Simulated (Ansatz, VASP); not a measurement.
## Cross-check of Te4Pt3 between VASP and Ansatz

Aim: how closely do two programs agree when they are given the same cell, functional and k mesh?

Calculated with Ansatz 0.2.0; plane waves, with VASP 6.6.1 beside it; relaxation of cell and atoms at PBEsol.

**1. Starting point**

The structure is trigonal, space group R-3m (No. 166). The conventional cell has a = 3.988 Å, b = 3.988 Å, c = 35.390 Å, α = 90.00°, β = 90.00°, γ = 120.00°. Pt has 3 Te at 2.64 Å and 3 Pt at 2.73 Å nearest. Pt has 6 Te at 2.67 Å nearest. Te has 3 Pt at 2.67 Å nearest. Te has 3 Pt at 2.64 Å nearest. Farther neighbours and most contacts between anions are not listed.

**2. Ansatz: relaxation of cell and atoms, PBEsol**

Ansatz runs on its default PAW (the set named soft_2) files.

The relaxed volume is the usual yardstick between codes: its relative difference is about their pressure difference at one cell divided by the bulk modulus.

input.yaml reads:

```yaml
crystal:
  lattice:
    - [1.994, 1.1512364368, 11.7966666667]
    - [-1.994, 1.1512364368, 11.7966666667]
    - [0.0, -2.3024728735, 11.7966666667]
  atoms:
    - { symbol: Pt, position: [0.854, 0.854, 0.854] }
    - { symbol: Pt, position: [0.146, 0.146, 0.146] }
    - { symbol: Pt, position: [0.0, 0.0, 0.0] }
    - { symbol: Te, position: [0.705, 0.705, 0.705] }
    - { symbol: Te, position: [0.295, 0.295, 0.295] }
    - { symbol: Te, position: [0.557, 0.557, 0.557] }
    - { symbol: Te, position: [0.443, 0.443, 0.443] }
hamiltonian:
  xc: pbesol
  pseudopotentials: { kind: paw }
kpoints:
  mp_grid: { grid: [6, 6, 6] }
scf:
  occupations: { method: gaussian, width: 0.05 }
relax:
  f_tol: 0.01
  max_steps: 60
  cell: { stress_tol: 0.05 }
output:
  forces: true
  stress: true
  write_density: true
  write_potential: true
  elf: true
  volumetric_format: npy
```

On the command line:

```
ansatz run input.yaml --threads 4 --pin off --max-ram 9216MiB --backend cpu --events-out ev --progress --plain --runs-dir out
```

Numbers of over 12 decimals in the logs are rounded to 6 here.

What it wrote:

```text
basis.fft_grid_basis auto: the FFT boxes are laid along the combinations [[1, -1, 0], [0, 1, 0], [0, -1, 1]] of the cell's own vectors, 3.988, 12.019 and 3.988 Å long. The dense box has 27×81×27 points. Along the cell's own vectors, as sized, it would have 81×81×81, 9.00 times as many. Of the 12 symmetry operations that the crystal satisfies within crystal.symmetry.tolerance (time reversal apart; of a slab, those tha [...]
Engine: ansatz 0.2.0, aarch64-unknown-linux-gnu
Pseudopotentials: kind: paw
Pseudopotential: Pt, paw, valence charge 18, recommended cutoff 420 eV (normal), Pt.paw.azcp
Pseudopotential: Te, paw, valence charge 16, recommended cutoff 420 eV (normal), Te.paw.azcp
Functional definition: PBEsol
  exchange = pbesol_x
  correlation = pbesol_c
Crystal: 7 atoms, lattice volume = 162.480 Å³
Basis set: ecut = 420 eV, 3183 PW (Γ), FFT grids on a1−a2, a2, −a2+a3, exchange–correlation on 54×162×54 points (8 copies of the dense FFT grid, shifted against one another)
Bands: 71, of which v1, the nominal top of the filled ones, is band 59 counted from 1 (58 counted from 0)
Symmetry: 12 space group operations
Space group: R-3m (ITA 166), of the structure as read, at distance tolerance 5.5e-5 Å
k-points: 32 of 216
Non-local potential: Pt, projectors of the file, l = 0: 3, l = 1: 2, l = 2: 2, l = 3: 1
Non-local potential: Te, projectors of the file, l = 0: 2, l = 1: 2, l = 2: 2, l = 3: 2
PAW form: soft (Blöchl's): semilocal exchange-correlation on the pseudo side does not see the compensation charge
PAW frozen core: Pt, regenerated for the run's functional, and the local potential with it (the file was generated under x = pbe(κ = 0.804, μ = 0.219515), c = pbe(β = 0.066725))
PAW frozen core: Te, regenerated for the run's functional, and the local potential with it (the file was generated under x = pbe(κ = 0.804, μ = 0.219515), c = pbe(β = 0.066725))
PAW one-centre angular grid: Pt, 590 points (default); XC on 64 Gauss nodes
PAW one-centre angular grid: Te, 590 points (default); XC on 64 Gauss nodes
Initial density: superposition of atomic densities (neutral atoms: chi_scale 0, normalization atom), corrected by the library's trained network
Initial wavefunctions: pseudopotential atomic-orbital guess
Functional: x = pbesol(κ = 0.804, μ = 0.123457), c = pbesol(β = 0.046)
SCF iter   1: F=—  HF=-64760.134896 eV  |F-HF|=—  |Δ(HF+E_count)|=         —  Δρ=4.52e-3  dr2=6.40e-2  ethr=1.77e-3  ⟨swp⟩=6.2  Hψ=8528  notcnv=0  defer=13
preconditioner: auto → LDOS  [insulator: Δε(μ)=0.064 eV  Ē_g=8.756 eV  σ=0.050 eV  W_gap=0.56  n_scr=50 (ndim 8)  ℏωp=21.4 eV  f_vac=0.013  D(μ)=1.95/eV (n_scr^D=4)  ε∞_Penn≈7.0  β→1.0]
SCF iter   2: F=—  HF=-64760.136646 eV  |F-HF|=—  |Δ(HF+E_count)|=   1.75e-3  Δρ=4.33e-3  dr2=4.64e-2  ethr=5.42e-5  ⟨swp⟩=3.0  Hψ=4742  notcnv=0  defer=182
preconditioner: auto → Resta (q_TF=auto, 2.587 Å⁻¹)  ε∞=7.0  [insulator: Δε(μ)=0.076 eV  Ē_g=8.769 eV  σ=0.050 eV  W_gap=0.64  n_scr=50 (ndim 8)  ℏωp=21.4 eV  f_vac=0.010  D(μ)=1.94/eV (n_scr^D=4)  ε∞_Penn≈7.0  β→0.5]
SCF iter   3: F=—  HF=-64760.122893 eV  |F-HF|=—  |Δ(HF+E_count)|=   1.38e-2  Δρ=9.29e-4  dr2=1.17e-3  ethr=3.93e-5  ⟨swp⟩=2.0  Hψ=3795  notcnv=0  defer=182
SCF iter   4: F=—  HF=-64760.122911 eV  |F-HF|=—  |Δ(HF+E_count)|=   1.80e-5  Δρ=4.46e-4  dr2=2.95e-4  ethr=9.88e-7  ⟨swp⟩=1.3  Hψ=2192  notcnv=0  defer=182
SCF iter   5: F=—  HF=-64760.122953 eV  |F-HF|=—  |Δ(HF+E_count)|=   4.22e-5  Δρ=7.80e-5  dr2=1.65e-5  ethr=2.50e-7  ⟨swp⟩=2.0  Hψ=2902  notcnv=0  defer=182
SCF iter   6: F=—  HF=-64760.122967 eV  |F-HF|=—  |Δ(HF+E_count)|=   1.34e-5  Δρ=2.57e-5  dr2=1.29e-6  ethr=1.40e-8  ⟨swp⟩=2.0  Hψ=2942  notcnv=0  defer=182
SCF iter   7: F=—  HF=-64760.122967 eV  |F-HF|=—  |Δ(HF+E_count)|=   3.11e-7  Δρ=7.28e-6  dr2=1.13e-7  ethr=1.09e-9  ⟨swp⟩=2.0  Hψ=3580  notcnv=0  defer=182
SCF iter   8: F=-64760.122967 eV  HF=-64760.122967 eV  |F-HF|=1.03e-9  |Δ(HF+E_count)|=   3.73e-8  Δρ=1.87e-6  dr2=7.61e-9  ethr=8.47e-11  ⟨swp⟩=8.1  Hψ=13114  notcnv=0
SCF 1 converged in 8 iterations: F = -64760.122967 eV  dr2 = 7.61e-9
  greatest PAW one-centre occupation: 1.000 electrons in one spin orbital (limit 2), on the Pt atom at site 2 (counted from 0), in its partial waves of l = 0
relax step   1: F+E_penalty+E_count = -64760.12296702 eV  Δ(F+E_penalty+E_count) = +0.000e0 eV  max|allowed force component| = 7.395e-1 eV/Å  Δτ_max = 0.0000 Å  P = -1.202 GPa  Ω = 162.480 Å³  (8 SCF iters, dr2 threshold 1.00e-7 eV, accepted)
[...]
relax step   2: F+E_penalty+E_count = -64760.09646056 eV  Δ(F+E_penalty+E_count) = +2.651e-2 eV  max|allowed force component| = 9.158e-1 eV/Å  Δτ_max = 0.1947 Å  P = +2.592 GPa  Ω = 162.615 Å³  energy of the carried Pulay correction = -3.671e-5 eV  (6 SCF iters, dr2 threshold 7.00e-7 eV, rejected (line search))
[...]
relax step   3: F+E_penalty+E_count = -64760.18936993 eV  Δ(F+E_penalty+E_count) = -6.640e-2 eV  max|allowed force component| = 9.613e-2 eV/Å  Δτ_max = 0.0898 Å  P = -0.130 GPa  Ω = 163.293 Å³  energy of the carried Pulay correction = -2.202e-4 eV  (9 SCF iters, accepted)
[...]
relax step   4: F+E_penalty+E_count = -64760.19040301 eV  Δ(F+E_penalty+E_count) = -1.033e-3 eV  max|allowed force component| = 3.011e-2 eV/Å  Δτ_max = 0.0053 Å  P = -0.111 GPa  Ω = 163.105 Å³  energy of the carried Pulay correction = -1.693e-4 eV  (4 SCF iters, dr2 threshold 5.78e-7 eV, accepted)
[...]
relax step   5: F+E_penalty+E_count = -64760.19053215 eV  Δ(F+E_penalty+E_count) = -1.291e-4 eV  max|allowed force component| = 1.588e-2 eV/Å  Δτ_max = 0.0019 Å  P = +0.166 GPa  Ω = 162.845 Å³  energy of the carried Pulay correction = -9.910e-5 eV  (5 SCF iters, dr2 threshold 6.96e-8 eV, accepted)
[...]
relax step   6: F+E_penalty+E_count = -64760.19064079 eV  Δ(F+E_penalty+E_count) = -1.086e-4 eV  max|allowed force component| = 1.108e-3 eV/Å  Δτ_max = 0.0012 Å  P = +0.005 GPa  Ω = 163.042 Å³  energy of the carried Pulay correction = -1.524e-4 eV  (5 SCF iters, dr2 threshold 1.08e-7 eV, accepted)
[...]
relax step   7: F+E_penalty+E_count = -64760.19080584 eV  Δ(F+E_penalty+E_count) = -1.650e-4 eV  max|allowed force component| = 1.090e-3 eV/Å  Δτ_max = 0.0000 Å  P = +0.005 GPa  Ω = 163.042 Å³  stress off target by 7.00e-3 GPa  SCF on the basis re-selected at this cell (its energy is not comparable with the rows above)  (5 SCF iters)
basis re-selected at this cell: Δ(F+E_penalty+E_count) = -1.650e-4 eV, ΔP = -0.000 GPa vs the last step (what re-selecting the basis moved, of the pressure what is left beyond the Pulay correction that the steps carried, after the strain that the cell walked since its last selection, with what the two solves' SCF thresholds leave and, on support functions, any second-order correction that the steps lacked; it is no m [...]
SCF converged after 5 iterations
Free energy (F): -64760.190806 eV
Harris-Foulkes:  -64760.190806 eV  (|F-HF|=3.64e-11)
Internal energy: -64760.187673 eV  (E = F + TS)
E sigma→0 (E₀):  -64760.189239 eV
Entropy (-TS):   -0.003133 eV (-0.448 meV/atom)
Fermi energy:    14.096647 eV
--- Per-component energies (eV) ---
  E_band       = -1629.377772
  E_kinetic    = 2644.475335
  E_local      = -11666.734736  (includes V_loc(G=0)·N_el)
  E_nonlocal   = -623.524887
  E_hartree    = 5871.667252
  E_xc         = -1278.061435
  E_vxc        = -1328.716253  (∫ρ·V_xc dr)
  E_paw        = -46290.179231  (= ΣΔE_a)
  E_vpaw       = -2398.211611  (= ΣTr[D̂ρ^β])
  E_aug_tail   = -0.000074  (compensation charges beyond the density's cutoff)
  E_ewald      = -13420.190100
  E_core_change = 2.360204  (= ΣΔE_core)
  E_smearing   = -0.003133  (= −TS)
  E_closure    = 0.000000  (closes the sum)
  Σ components = -64760.190806   (vs F -64760.190806, Δ=0.00e0)
--- Forces (eV/Å), atoms counted from 1 ---
  atom   1  Pt     0.00000000     0.00000000     0.00109008
  atom   2  Pt     0.00000000    -0.00000000    -0.00109008
  atom   3  Pt     0.00000000     0.00000000     0.00000000
  atom   4  Te     0.00000000    -0.00000000    -0.00047031
  atom   5  Te     0.00000000     0.00000000     0.00047031
  atom   6  Te    -0.00000000    -0.00000000    -0.00023849
  atom   7  Te     0.00000000     0.00000000     0.00023849
  max |Σ_I F_I| component: 2.44e-18 eV/Å
--- Stress (GPa, compression-positive) ---
        0.006996       0.000000       0.000000
        0.000000       0.006996      -0.000000
        0.000000      -0.000000       0.000929
  P = ⅓ Tr σ = 0.0050 GPa (0.050 kbar)
--- Band table (eV; the first three rows and the last of 32) ---
  k-point 0: bands = [... 55 lower, 13.5337, 14.7828, 14.7828, 15.3474, 16.1428, 16.1428, 16.3902, 16.3926, ... 8 higher]
  k-point 1: bands = [... 55 lower, 13.1927, 13.4237, 14.2802, 14.6517, 15.3151, 15.4068, 15.9796, 16.6576, ... 8 higher]
  k-point 2: bands = [... 55 lower, 12.2996, 12.7688, 12.9697, 13.4865, 14.6323, 15.4444, 15.6076, 16.1420, ... 8 higher]
  k-point 31: bands = [... 55 lower, 13.5161, 14.2185, 14.9772, 14.9772, 15.6291, 15.6291, 16.7961, 16.7961, ... 8 higher]
--- Relaxed structure (6 steps of the walk, 5 accepted, 1 SCFs on fresh bases) ---
  F+E_penalty+E_count = -64760.19080584 eV   max|allowed force component| = 1.090e-3 eV/Å   (the final SCF, on the basis selected at the relaxed cell)
  cell:  # Å, volume = 163.0424 Å³
    - [1.998957, 1.154099, 11.778848]
    - [-1.998957, 1.154099, 11.778848]
    - [0, -2.308197, 11.778848]
  atoms:
    - { symbol: Pt, position: [0.853648, 0.853648, 0.853648] }
    - { symbol: Pt, position: [0.146352, 0.146352, 0.146352] }
    - { symbol: Pt, position: [0, 0, 0] }
    - { symbol: Te, position: [0.705245, 0.705245, 0.705245] }
    - { symbol: Te, position: [0.294755, 0.294755, 0.294755] }
    - { symbol: Te, position: [0.554330, 0.554330, 0.554330] }
    - { symbol: Te, position: [0.445670, 0.445670, 0.445670] }
```

It took 34 s on 4 threads of Arm Neoverse V2, shared host; peak memory 0.8 GiB; 2.2 min of CPU time.

[end of part 1 of 2]

[Lines on the potential files, build, host, timing and source positions are cut from VASP's logs without a mark.]

[Logs are printed without paths, hosts, clocks, repeated set-up lines and the standing remarks that a program may print on its own settings, such as how far it seeks lower states.]

[Hosts, paths, dates, database ids (printed as entryN), source tags and the programs' standing remarks are cut or masked in the printed files.]
